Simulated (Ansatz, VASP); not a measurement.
# AlN (4H polytype (invented)) in two plane-wave programs

Aim: how closely do two programs agree when they are given the same cell, functional and k mesh? The cell is taken from a series of runs on this material, whose earlier steps may have relaxed, scaled, displaced or heated it; both programs get it as it stands.

Calculated with Ansatz 0.2.0; plane waves, with VASP 6.6.1 beside it; relaxation of cell and atoms at r2SCAN.

### 1. Starting point

The structure is hexagonal, space group P6_3mc (No. 186). Conventional cell: a = 3.097 Å, b = 3.097 Å, c = 10.033 Å, α = 90.00°, β = 90.00°, γ = 120.00°. Al has 4 N at 1.89 Å nearest. Al has 4 N at 1.89 to 1.90 Å nearest. Nearest to N lie 4 Al at 1.89 Å. Nearest to N lie 4 Al at 1.89 to 1.90 Å. Farther neighbours and most contacts between anions are not listed.

As a file:

```cif
data_structure
_symmetry_space_group_name_H-M 'P6_3mc'
_symmetry_Int_Tables_number 186
_cell_length_a 3.0969
_cell_length_b 3.0969
_cell_length_c 10.0331
_cell_angle_alpha 90.000
_cell_angle_beta 90.000
_cell_angle_gamma 120.000
_cell_volume 83.33
loop_
_atom_site_label
_atom_site_type_symbol
_atom_site_symmetry_multiplicity
_atom_site_Wyckoff_symbol
_atom_site_fract_x
_atom_site_fract_y
_atom_site_fract_z
_atom_site_occupancy
Al1 Al 2 b 0.66667 0.33333 0.99984 1
Al2 Al 2 a 0.00000 0.00000 0.24873 1
N1 N 2 b 0.66667 0.33333 0.18822 1
N2 N 2 a 0.00000 0.00000 0.43821 1
```

### 2. Ansatz: relaxation of cell and atoms, r2SCAN

Ansatz runs on its PAW soft_1 files.

The relaxed volume is the usual yardstick between codes: in a stiff, nearly cubic crystal its relative difference is about their pressure difference at one cell divided by the bulk modulus.

The input, input.yaml:

```yaml
crystal:
  lattice:
    - [3.0969205375, 0.0, 0.0]
    - [-1.5484602688, 2.682011859, 0.0]
    - [0.0, 0.0, 10.0330569122]
  atoms:
    - { symbol: Al, position: [0.6666666667, 0.3333333333, -0.0001639948] }
    - { symbol: Al, position: [0.0, 0.0, 0.2487333942] }
    - { symbol: Al, position: [0.3333333333, 0.6666666667, 0.4998360052] }
    - { symbol: Al, position: [0.0, 0.0, 0.7487333942] }
    - { symbol: "N", position: [0.6666666667, 0.3333333333, 0.1882189554] }
    - { symbol: "N", position: [0.0, 0.0, 0.4382116453] }
    - { symbol: "N", position: [0.3333333333, 0.6666666667, 0.6882189554] }
    - { symbol: "N", position: [0.0, 0.0, 0.9382116453] }
kpoints:
  mp_grid: { grid: [9, 9, 2] }
hamiltonian:
  xc: r2scan
  pseudopotentials: { kind: paw, azcp: { folder: soft_1 } }
scf:
  occupations: { method: fixed }
output:
  forces: true
  stress: true
  eigenvalues: true
basis:
  ecutwfc: 600.0
relax:
  adjacent_minimum: "off"
  f_tol: 0.001
  max_steps: 60
  cell: { stress_tol: 0.01 }
```

Run with:

```
$ ansatz run input.yaml --threads 4 --pin off --max-ram 10240MiB --backend cpu --events-out ev --progress --plain --runs-dir out
```

Numbers of over 12 decimals in the logs are rounded to 6 here.

What it wrote:

```text
Engine: ansatz 0.2.0, x86_64-unknown-linux-gnu
Pseudopotentials: kind: paw
Pseudopotential: Al, paw, valence charge 3, recommended cutoff 500 eV (meta_gga), soft_1/Al.paw.azcp
Pseudopotential: N, paw, valence charge 5, recommended cutoff 500 eV (meta_gga), soft_1/N.paw.azcp
Functional definition: r2SCAN
  parameter k0 = 0.174
  parameter k1 = 0.065
  parameter a1 = 4.9479
  exchange = r2scan_x(k0 = k0, k1 = k1, a1 = a1)
  correlation = r2scan_c
Crystal: 8 atoms, lattice volume = 83.334 Å³
Basis set: ecut = 600 eV, 2789 PW (Γ), exchange–correlation on 100×100×324 points (64 copies of the dense FFT grid, shifted against one another)
Bands: 24, of which v1, the nominal top of the filled ones, is band 16 counted from 1 (15 counted from 0)
Symmetry: 12 space group operations
Space group: P63mc (ITA 186), of the structure as read, at distance tolerance 4.4e-5 Å
k-points: 24 of 162
Non-local potential: Al, projectors of the file, l = 0: 2, l = 1: 2, l = 2: 1
Non-local potential: N, projectors of the file, l = 0: 2, l = 1: 2, l = 2: 1
PAW form: soft (Blöchl's): semilocal exchange-correlation on the pseudo side does not see the compensation charge
PAW frozen core: Al, regenerated for the run's functional (the file was generated under x = pbe(κ = 0.804, μ = 0.219515), c = pbe(β = 0.066725))
PAW frozen core: N, regenerated for the run's functional (the file was generated under x = pbe(κ = 0.804, μ = 0.219515), c = pbe(β = 0.066725))
PAW one-centre angular grid: Al, 302 points (default); XC on 160 Gauss nodes
PAW one-centre angular grid: N, 302 points (default); XC on 160 Gauss nodes
Initial density: superposition of atomic densities (chi_scale 0.1, normalization cell, long waves kept (reshape's long-wave potential 0.00 eV rms))
Initial wavefunctions: pseudopotential atomic-orbital guess
Functional: x = r2scan, c = r2scan; τ floored in thin density (d = 2e-4 eV/Å³)
SCF iter   1: F=—  HF=-3717.955560 eV  |F-HF|=—  |Δ(HF+E_count)|=         —  Δρ=1.35e-1  dr2=1.87e1  dr2_τ=2.16e0  ethr=3.10e-3  ⟨swp⟩=4.4  Hψ=2414  notcnv=0  defer=141
preconditioner: auto → none  [insulator: Δε(μ)=5.665 eV  Ē_g=15.276 eV  n_scr=6 (ndim 8)  ℏωp=23.0 eV  f_vac=0.000  ε∞_Penn≈3.3]
SCF iter   2: F=—  HF=-3713.947893 eV  |F-HF|=—  |Δ(HF+E_count)|=    4.01e0  Δρ=6.49e-2  dr2=1.74e0  dr2_τ=8.12e-1  ethr=3.10e-3  ⟨swp⟩=3.0  Hψ=1443  notcnv=0  defer=139
SCF iter   3: F=—  HF=-3713.835924 eV  |F-HF|=—  |Δ(HF+E_count)|=   1.12e-1  Δρ=2.39e-2  dr2=2.54e-1  dr2_τ=1.46e-2  ethr=3.10e-3  ⟨swp⟩=2.6  Hψ=1139  notcnv=0  defer=138
SCF iter   4: F=—  HF=-3713.851789 eV  |F-HF|=—  |Δ(HF+E_count)|=   1.59e-2  Δρ=1.85e-3  dr2=2.88e-3  dr2_τ=1.75e-4  ethr=7.94e-4  ⟨swp⟩=3.0  Hψ=895  notcnv=0  defer=142
SCF iter   5: F=—  HF=-3713.851389 eV  |F-HF|=—  |Δ(HF+E_count)|=   4.00e-4  Δρ=8.14e-4  dr2=6.17e-4  dr2_τ=2.79e-5  ethr=8.99e-6  ⟨swp⟩=2.2  Hψ=836  notcnv=0  defer=144
SCF iter   6: F=—  HF=-3713.851228 eV  |F-HF|=—  |Δ(HF+E_count)|=   1.60e-4  Δρ=2.44e-4  dr2=3.71e-5  dr2_τ=3.02e-6  ethr=1.93e-6  ⟨swp⟩=2.3  Hψ=844  notcnv=0  defer=142
SCF iter   7: F=—  HF=-3713.851223 eV  |F-HF|=—  |Δ(HF+E_count)|=   5.37e-6  Δρ=4.43e-5  dr2=4.24e-6  dr2_τ=1.22e-7  ethr=1.16e-7  ⟨swp⟩=2.0  Hψ=834  notcnv=0  defer=84
SCF iter   8: F=—  HF=-3713.851222 eV  |F-HF|=—  |Δ(HF+E_count)|=   1.11e-6  Δρ=1.48e-5  dr2=1.18e-7  dr2_τ=8.58e-9  ethr=1.33e-8  ⟨swp⟩=2.0  Hψ=772  notcnv=0  defer=84
SCF iter   9: F=-3713.851222 eV  HF=-3713.851222 eV  |F-HF|=5.50e-10  |Δ(HF+E_count)|=   8.00e-8  Δρ=2.98e-6  dr2=6.51e-9  dr2_τ=2.54e-10  ethr=3.13e-10  ⟨swp⟩=12.1  Hψ=3154  notcnv=0
SCF 1 converged in 9 iterations: F = -3713.851222 eV  dr2 = 6.51e-9
  greatest PAW one-centre occupation: 0.797 electrons in one spin orbital (limit 2), on the N atom at site 6 (counted from 0), in its partial waves of l = 0
relax step   1: F+E_penalty+E_count = -3713.85122182 eV  Δ(F+E_penalty+E_count) = +0.000e0 eV  max|allowed force component| = 4.077e-4 eV/Å  Δτ_max = 0.0000 Å  P = -0.001 GPa  Ω = 83.334 Å³  (9 SCF iters, dr2 threshold 1.00e-7 eV, accepted)
Initial density: handed on by an earlier stage of this run
Initial wavefunctions: pseudopotential atomic-orbital guess (no wavefunctions were taken with the density)
iter 1 solved again at ethr=3.18e-8 eV; its pass at ethr=3.10e-3 eV (dr2=1.02e-5 eV) is discarded
SCF iter   1: F=—  HF=-3713.851221 eV  |F-HF|=—  |Δ(HF+E_count)|=         —  Δρ=2.99e-6  dr2=6.56e-9  dr2_τ=2.49e-10  ethr=3.18e-8  ⟨swp⟩=3.0  Hψ=4018  notcnv=0  defer=144
preconditioner: auto → none  [insulator: Δε(μ)=4.789 eV  Ē_g=14.215 eV  n_scr=6 (ndim 8)  ℏωp=23.0 eV  f_vac=0.000  ε∞_Penn≈3.6]
SCF iter   2: F=—  HF=-3713.851222 eV  |F-HF|=—  |Δ(HF+E_count)|=   8.09e-7  Δρ=1.71e-6  dr2=1.27e-9  dr2_τ=1.41e-10  ethr=2.05e-11  ⟨swp⟩=2.0  Hψ=853  notcnv=0  defer=135
SCF iter   3: F=—  HF=-3713.851222 eV  |F-HF|=—  |Δ(HF+E_count)|=  5.28e-10  Δρ=6.11e-7  dr2=3.79e-10  dr2_τ=6.00e-11  ethr=3.98e-12  ⟨swp⟩=2.0  Hψ=799  notcnv=0  defer=135
SCF iter   4: F=-3713.851222 eV  HF=-3713.851222 eV  |F-HF|=4.55e-13  |Δ(HF+E_count)|=  6.59e-11  Δρ=7.11e-8  dr2=2.08e-12  dr2_τ=3.25e-13  ethr=1.00e-12  ⟨swp⟩=11.8  Hψ=3898  notcnv=0
SCF 2 converged in 4 iterations: F = -3713.851222 eV  dr2 = 2.08e-12
relax step   2: F+E_penalty+E_count = -3713.85122182 eV  Δ(F+E_penalty+E_count) = -8.040e-10 eV  max|allowed force component| = 3.974e-4 eV/Å  Δτ_max = 0.0000 Å  P = -0.001 GPa  Ω = 83.334 Å³  stress off target by 1.44e-3 GPa  SCF on the basis re-selected at this cell (its energy is not comparable with the rows above)  (4 SCF iters)
basis re-selected at this cell: Δ(F+E_penalty+E_count) = -8.040e-10 eV, ΔP = +0.000 GPa vs the last step (what re-selecting the basis moved, of the pressure what is left beyond the Pulay correction that the steps carried, after the strain that the cell walked since its last selection, with what the two solves' SCF thresholds leave and, on support functions, any second-order correction that the steps lacked; it is no  [...]
SCF converged after 4 iterations
Free energy (F): -3713.851222 eV
Harris-Foulkes:  -3713.851222 eV  (|F-HF|=4.55e-13)
Internal energy: -3713.851222 eV  (E = F + TS)
E sigma→0 (E₀):  -3713.851222 eV
Fermi energy:    6.788954 eV
--- Per-component energies (eV) ---
  E_band       = 45.672623
  E_kinetic    = 631.124495
  E_local      = -841.497080  (includes V_loc(G=0)·N_el)
  E_nonlocal   = 174.290991
  E_hartree    = 313.258721
  E_xc         = -385.203942
  E_vxc        = -471.551535  (∫ρ·V_xc dr)
  E_paw        = -2419.882602  (= ΣΔE_a)
  E_vpaw       = -98.366734  (= ΣTr[D̂ρ^β])
  E_aug_tail   = 0.000061  (compensation charges beyond the density's cutoff)
  E_vtau       = 25.154999  (kinetic-family band-sum trace: ∫τ·v_τ [+ j·A + Jᵃ·Aᵃ] dr)
  E_ewald      = -1185.583175
  E_core_change = -0.358692  (= ΣΔE_core)
  E_smearing   = -0.000000  (= −TS)
  E_closure    = -0.000000  (closes the sum)
  Σ components = -3713.851222   (vs F -3713.851222, Δ=0.00e0)
--- Forces (eV/Å), atoms counted from 1 ---
  atom   1  Al    -0.00000000     0.00000000     0.00003383
  atom   2  Al     0.00000000    -0.00000000    -0.00037653
  atom   3  Al     0.00000000    -0.00000000     0.00003383
  atom   4  Al    -0.00000000     0.00000000    -0.00037653
  atom   5  N      0.00000000    -0.00000000     0.00026406
  atom   6  N     -0.00000000     0.00000000     0.00016225
  atom   7  N     -0.00000000     0.00000000     0.00026406
  atom   8  N      0.00000000    -0.00000000     0.00016225
  max |Σ_I F_I| component: 1.67e-4 eV/Å
--- Stress (GPa, compression-positive) ---
       -0.001443      -0.000000      -0.000000
       -0.000000      -0.001443       0.000000
        0.000000      -0.000000       0.000591
  P = ⅓ Tr σ = -0.0008 GPa (-0.008 kbar)
--- Band table (eV; the first three rows and the last of 24) ---
  k-point 0: bands = [... 12 lower, 6.4294, 6.6914, 6.6914, 6.7890, 11.6420, 13.8656, 14.1413, 14.6605, ... 4 higher]
  k-point 1: bands = [... 12 lower, 6.6036, 6.6036, 6.6036, 6.6036, 12.6027, 12.6027, 14.6196, 14.6196, ... 4 higher]
  k-point 2: bands = [... 12 lower, 6.2462, 6.2945, 6.6683, 6.7268, 12.3493, 14.1713, 14.4640, 15.2730, ... 4 higher]
  k-point 23: bands = [... 12 lower, 5.3583, 5.3583, 5.4868, 5.4868, 13.0978, 13.0978, 15.1735, 15.1735, ... 4 higher]
--- Relaxed structure (1 steps of the walk, 1 accepted, 1 SCFs on fresh bases) ---
  F+E_penalty+E_count = -3713.85122182 eV   max|allowed force component| = 3.974e-4 eV/Å   (the final SCF, on the basis selected at the relaxed cell)
  cell:  # Å, volume = 83.3343 Å³
    - [3.096921, 2.8867492392076226e-11, 0.0]
    - [-1.548460, 2.682012, 0.0]
    - [0.0, 0.0, 10.0330569122]
  atoms:
    - { symbol: Al, position: [0.666667, 0.333333, -0.000163995] }
    - { symbol: Al, position: [0.0, 0.0, 0.248733] }
    - { symbol: Al, position: [0.333333, 0.666667, 0.499836] }
    - { symbol: Al, position: [0.0, 0.0, 0.748733] }
    - { symbol: N, position: [0.666667, 0.333333, 0.188219] }
    - { symbol: N, position: [0.0, 0.0, 0.4382116453] }
    - { symbol: N, position: [0.333333, 0.666667, 0.688219] }
    - { symbol: N, position: [0.0, 0.0, 0.9382116453] }
```

[end of part 1 of 2]

[Lines on the potential files, build, host, timing and source positions are cut from VASP's logs without a mark.]

[Logs are printed without paths, hosts, clocks, repeated set-up lines and the standing remarks that a program may print on its own settings, such as how far it seeks lower states.]

[Hosts, paths, dates, database ids (printed as entryN), source tags and the programs' standing remarks are cut or masked in the printed files.]
